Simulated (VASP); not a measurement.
All values below come from r2SCAN meta-GGA, VASP's PBE PAW potentials (set 64) (plane waves; VASP).

Input for VASP

### POSCAR
```
BN
1.0
  1.2384135562  -2.1449955842   0.0000000000
  1.2384135562   2.1449955842   0.0000000000
  0.0000000000   0.0000000000   6.6489520891
B N
2 2
Cartesian
  1.2384135562   0.7149999581   1.6622380223
  1.2384135562  -0.7149999581   4.9867140668
  1.2384135562  -0.7149999581   1.6622380223
  1.2384135562   0.7149999581   4.9867140668
```

### INCAR
```
ALGO = Normal
EDIFF = 1E-7
EDIFFG = -0.01
ENCUT = 520
IBRION = 2
ISIF = 4
ISMEAR = 0
LASPH = .TRUE.
LCHARG = .FALSE.
LMIXTAU = .TRUE.
LREAL = .FALSE.
LWAVE = .FALSE.
METAGGA = R2SCAN
NELM = 100
NSW = 30
PREC = Accurate
SIGMA = 0.05
SYSTEM = BN
```

**KPOINTS**
```
Automatic mesh
0
Gamma
10 10 4
0 0 0
```

POTCAR, in this order: B N (PBE.64 set). Program: vasp_std.

Output of the run:

File OUTCAR:
```
 ion  position               nearest neighbor table
   1  0.333  0.667  0.250-   3 1.43   3 1.43   3 1.43
   2  0.667  0.333  0.750-   4 1.43   4 1.43   4 1.43
   3  0.667  0.333  0.250-   1 1.43   1 1.43   1 1.43
   4  0.333  0.667  0.750-   2 1.43   2 1.43   2 1.43
  LATTYP: Found a hexagonal cell.
 ALAT       =     2.4768274450
 C/A-ratio  =     2.6844631839
 Subroutine PRICEL returns:
 Original cell was already a primitive cell.
 Subroutine GETGRP returns: Found 24 space group operations
The static configuration has the point symmetry D_3d.
 The point group associated with its full space group is D_6h.
The dynamic configuration has the point symmetry D_3d.
 Subroutine INISYM returns: Found 24 space group operations
 Subroutine IBZKPT returns following result:
 Found     42 irreducible k-points:

 Following reciprocal coordinates:
            Coordinates               Weight
  0.000000  0.000000  0.000000      1.000000
  0.100000  0.000000  0.000000      6.000000
  0.200000  0.000000  0.000000      6.000000
  0.300000 -0.000000  0.000000      6.000000
  0.400000 -0.000000  0.000000      6.000000
  0.500000  0.000000  0.000000      3.000000
  0.100000  0.100000  0.000000      6.000000
  0.200000  0.100000  0.000000     12.000000
  0.300000  0.100000  0.000000     12.000000
  0.400000  0.100000  0.000000     12.000000
  0.200000  0.200000  0.000000      6.000000
  0.300000  0.200000  0.000000     12.000000
  0.400000  0.200000  0.000000      6.000000
  0.300000  0.300000  0.000000      6.000000
  0.000000  0.000000  0.250000      2.000000
  0.100000  0.000000  0.250000     12.000000
  0.200000  0.000000  0.250000     12.000000
  0.300000 -0.000000  0.250000     12.000000
  0.400000 -0.000000  0.250000     12.000000
  0.500000  0.000000  0.250000      6.000000
  0.100000  0.100000  0.250000     12.000000
  0.200000  0.100000  0.250000     24.000000
  0.300000  0.100000  0.250000     24.000000
  0.400000  0.100000  0.250000     24.000000
  0.200000  0.200000  0.250000     12.000000
  0.300000  0.200000  0.250000     24.000000
  0.400000  0.200000  0.250000     12.000000
  0.300000  0.300000  0.250000     12.000000
  0.000000  0.000000  0.500000      1.000000
  0.100000  0.000000  0.500000      6.000000
  0.200000  0.000000  0.500000      6.000000
  0.300000 -0.000000  0.500000      6.000000
  0.400000 -0.000000  0.500000      6.000000
  0.500000  0.000000  0.500000      3.000000
  0.100000  0.100000  0.500000      6.000000
  0.200000  0.100000  0.500000     12.000000
  0.300000  0.100000  0.500000     12.000000
  0.400000  0.100000  0.500000     12.000000
  0.200000  0.200000  0.500000      6.000000
  0.300000  0.200000  0.500000     12.000000
   k-points           NKPTS =     42   k-points in BZ     NKDIM =     42   number of bands    NBANDS=     12
   number of dos      NEDOS =    301   number of ions     NIONS =      4
   total plane-waves  NPLWV =  16200
   dimension x,y,z NGX =    18 NGY =   18 NGZ =   50
   dimension x,y,z NGXF=    36 NGYF=   36 NGZF=  100
   ions per type =               2   2
   PREC   = accura    normal or accurate (medium, high low for compatibility)
   ISTART =      0    job   : 0-new  1-cont  2-samecut
   ICHARG =      2    charge: 1-file 2-atom 10-const
   ISPIN  =      1    spin polarized calculation?
   LNONCOLLINEAR =      F non collinear calculations
   LSORBIT =      F    spin-orbit coupling
   INIWAV =      1    electr: 0-lowe 1-rand  2-diag
   ENCUT  =  520.0 eV  38.22 Ry    6.18 a.u.   4.61  4.61 12.36*2*pi/ulx,y,z
   NELM   =    100;   NELMIN=  2; NELMDL= -5     # of ELM steps
...
```

### OSZICAR
```
       N       E                     dE             d eps       ncg     rms          rms(c)
DAV:   1     0.594927031554E+02    0.59493E+02   -0.86097E+03  1008   0.127E+03
DAV:   2    -0.421124248707E+02   -0.10161E+03   -0.90280E+02  1428   0.274E+02
DAV:   3    -0.467757030922E+02   -0.46633E+01   -0.46314E+01  1248   0.624E+01
DAV:   4    -0.468244968182E+02   -0.48794E-01   -0.48761E-01  1276   0.697E+00
DAV:   5    -0.468252096151E+02   -0.71280E-03   -0.71270E-03  1256   0.818E-01    0.113E+01
DAV:   6    -0.404270734079E+02    0.63981E+01   -0.64506E+00  1176   0.211E+01    0.594E+00
DAV:   7    -0.380439680234E+02    0.23831E+01   -0.63675E-01  1264   0.882E+00    0.297E+00
DAV:   8    -0.403229519634E+02   -0.22790E+01   -0.18122E+00  1080   0.117E+01    0.201E+00
DAV:   9    -0.388550713631E+02    0.14679E+01   -0.56359E-01  1008   0.846E+00    0.280E-01
DAV:  10    -0.385606867750E+02    0.29438E+00   -0.90547E-02  1040   0.336E+00    0.169E-01
DAV:  11    -0.384953684579E+02    0.65318E-01   -0.25219E-02  1028   0.190E+00    0.154E-01
DAV:  12    -0.384943186952E+02    0.10498E-02   -0.20698E-02  1012   0.173E+00    0.128E-01
DAV:  13    -0.385244725587E+02   -0.30154E-01   -0.10296E-02  1200   0.121E+00    0.891E-02
DAV:  14    -0.385635251289E+02   -0.39053E-01   -0.55462E-03  1032   0.960E-01    0.181E-02
DAV:  15    -0.385648051421E+02   -0.12800E-02   -0.56779E-04  1164   0.339E-01    0.464E-03
DAV:  16    -0.385648530682E+02   -0.47926E-04   -0.11596E-05  1292   0.419E-02    0.281E-03
DAV:  17    -0.385648590402E+02   -0.59721E-05   -0.56985E-06  1140   0.273E-02    0.405E-03
DAV:  18    -0.385648701531E+02   -0.11113E-04   -0.35245E-06  1108   0.225E-02    0.790E-04
DAV:  19    -0.385648686433E+02    0.15098E-05   -0.10087E-07  1004   0.400E-03    0.254E-04
DAV:  20    -0.385648698435E+02   -0.12002E-05   -0.42470E-08   808   0.278E-03    0.170E-04
DAV:  21    -0.385648695166E+02    0.32688E-06   -0.23752E-08   744   0.210E-03    0.715E-05
DAV:  22    -0.385648700019E+02   -0.48523E-06   -0.20337E-09   624   0.531E-04    0.623E-05
DAV:  23    -0.385648700023E+02   -0.38654E-09   -0.29501E-10   592   0.190E-04
   1 F= -.38564870E+02 E0= -.38564870E+02  d E =-.385649E+02
       N       E                     dE             d eps       ncg     rms          rms(c)
DAV:   1    -0.386490980281E+02   -0.84228E-01   -0.33845E+00  1012   0.170E+01    0.115E+00
DAV:   2    -0.385986345862E+02    0.50463E-01   -0.54690E-02  1192   0.224E+00    0.675E-01
DAV:   3    -0.385769056638E+02    0.21729E-01   -0.52534E-02  1168   0.210E+00    0.124E-01
DAV:   4    -0.385846231081E+02   -0.77174E-02   -0.10270E-02  1072   0.122E+00    0.817E-02
DAV:   5    -0.385858293141E+02   -0.12062E-02   -0.31749E-03  1032   0.691E-01    0.369E-02
DAV:   6    -0.385869510898E+02   -0.11218E-02   -0.12580E-03  1016   0.442E-01    0.121E-02
DAV:   7    -0.385873478121E+02   -0.39672E-03   -0.16628E-04  1048   0.152E-01    0.108E-02
DAV:   8    -0.385873764508E+02   -0.28639E-04   -0.20638E-05  1240   0.603E-02    0.221E-03
DAV:   9    -0.385873681533E+02    0.82975E-05   -0.87959E-06  1056   0.403E-02    0.180E-03
DAV:  10    -0.385873824151E+02   -0.14262E-04   -0.14328E-06  1084   0.165E-02    0.772E-04
DAV:  11    -0.385873800425E+02    0.23727E-05   -0.94037E-08   836   0.453E-03    0.721E-04
DAV:  12    -0.385873827618E+02   -0.27194E-05   -0.41645E-08   764   0.246E-03    0.169E-04
DAV:  13    -0.385873820517E+02    0.71009E-06   -0.19474E-08   668   0.186E-03    0.220E-05
DAV:  14    -0.385873821152E+02   -0.63503E-07   -0.12263E-09   564   0.454E-04
   2 F= -.38587382E+02 E0= -.38587382E+02  d E =-.225121E-01
       N       E                     dE             d eps       ncg     rms          rms(c)
DAV:   1    -0.385881085553E+02   -0.72650E-03   -0.27269E-02  1016   0.151E+00    0.103E-01
DAV:   2    -0.385876832839E+02    0.42527E-03   -0.42927E-04  1200   0.204E-01    0.606E-02
DAV:   3    -0.385875433258E+02    0.13996E-03   -0.44526E-04  1168   0.190E-01    0.113E-02
DAV:   4    -0.385875684976E+02   -0.25172E-04   -0.75404E-05  1100   0.101E-01    0.757E-03
DAV:   5    -0.385876050050E+02   -0.36507E-04   -0.31424E-05  1016   0.678E-02    0.421E-03
DAV:   6    -0.385876002043E+02    0.48007E-05   -0.12678E-05  1016   0.447E-02    0.126E-03
DAV:   7    -0.385876077965E+02   -0.75922E-05   -0.13141E-06  1072   0.133E-02    0.112E-03
DAV:   8    -0.385876038783E+02    0.39182E-05   -0.22528E-07  1112   0.620E-03    0.139E-04
DAV:   9    -0.385876071753E+02   -0.32971E-05   -0.10408E-07   700   0.448E-03    0.148E-04
DAV:  10    -0.385876053702E+02    0.18051E-05   -0.14086E-08   688   0.163E-03    0.553E-05
DAV:  11    -0.385876058178E+02   -0.44758E-06   -0.15894E-09   540   0.445E-04    0.561E-05
DAV:  12    -0.385876057892E+02    0.28620E-07   -0.20256E-10   536   0.155E-04
   3 F= -.38587606E+02 E0= -.38587606E+02  d E =-.227358E-01
```

**OUTCAR**
```
------------------------ aborting loop because EDIFF is reached ----------------------------------------
  FORCE on cell =-STRESS in cart. coord.  units (eV):
  Direction    XX          YY          ZZ          XY          YZ          ZX
  --------------------------------------------------------------------------------------
  Total        0.2920889      0.2920891      0.2921509     -0.0000000      0.0000000      0.0000000
  in kB       13.2480026     13.2480076     13.2508143     -0.0000000      0.0000000      0.0000000
  external PRESSURE =      13.2489415 kB  Pullay stress =       0.0000000 kB
  volume of cell :       35.32
      direct lattice vectors                 reciprocal lattice vectors
     1.249839489 -2.164785906  0.000000000     0.400051370 -0.230969723 -0.000000000
     1.249839489  2.164785906  0.000000000     0.400051370  0.230969723 -0.000000000
     0.000000000  0.000000000  6.527939331    -0.000000000  0.000000000  0.153187698
  FREE ENERGIE OF THE ION-ELECTRON SYSTEM (eV)
  ---------------------------------------------------
  free  energy   TOTEN  =       -38.5876057892 eV

  energy  without entropy=      -38.5876057892  energy(sigma->0) =      -38.58760579

 reached required accuracy - stopping structural energy minimisation
```
(Selected blocks of OUTCAR.)

File CONTCAR:
```
BN
   1.00000000000000
     1.2498394887699704   -2.1647859057366112    0.0000000000000000
     1.2498394887699704    2.1647859057366112    0.0000000000000000
     0.0000000000000000    0.0000000000000000    6.5279393305195734
  B               N
     2     2
Direct
     0.3333330000000032    0.6666669999999968    0.2500000000000000
     0.6666669999999968    0.3333330000000032    0.7500000000000000
     0.6666669999999968    0.3333330000000032    0.2500000000000000
     0.3333330000000032    0.6666669999999968    0.7500000000000000
```

OUTCAR:
```
 val. band max:        2.2304979413   @ k =   0.3000   0.3000   0.0000

 cond. band min:       7.0377325687   @ k =   0.5000   0.0000   0.0000


 Fermi energy:         2.4976963158

 k-point     1 :       0.0000    0.0000    0.0000
  band No.  band energies     occupation
      1     -16.6674      2.00000
      2     -16.3368      2.00000
      3      -4.3002      2.00000
      4      -1.9308      2.00000
      5       0.8272      2.00000
      6       0.8273      2.00000
      7       0.8733      2.00000
      8       0.8734      2.00000
      9       7.9429      0.00000
     10      13.5148      0.00000
     11      14.5061      0.00000
     12      14.5062      0.00000

 k-point     2 :       0.1000    0.0000    0.0000
  band No.  band energies     occupation
      1     -16.4627      2.00000
      2     -16.1394      2.00000
      3      -4.0196      2.00000
      4      -1.6799      2.00000
      5      -0.0045      2.00000
      6       0.0385      2.00000
      7       0.4431      2.00000
      8       0.4963      2.00000
      9       8.3057      0.00000
     10      13.3536      0.00000
     11      14.2929      0.00000
     12      14.5774      0.00000

 k-point     3 :       0.2000    0.0000    0.0000
  band No.  band energies     occupation
      1     -15.8660      2.00000
      2     -15.5651      2.00000
      3      -3.1937      2.00000
      4      -1.9911      2.00000
      5      -1.9302      2.00000
      6      -0.9523      2.00000
      7      -0.4208      2.00000
      8      -0.3562      2.00000
      9       9.2289      0.00000
     10      12.6239      0.00000
     11      13.6642      0.00000
     12      13.7855      0.00000

 k-point     4 :       0.3000   -0.0000    0.0000
  band No.  band energies     occupation
      1     -14.9465      2.00000
      2     -14.6877      2.00000
      3      -4.3008      2.00000
      4      -4.2101      2.00000
      5      -1.8865      2.00000
      6      -1.2999      2.00000
...
```

The compound is BN in the hex structure. This cell is one point of a volume scan, at 0.97 of the reference volume. Symmetry was kept, so distortions that lower it aren't found.
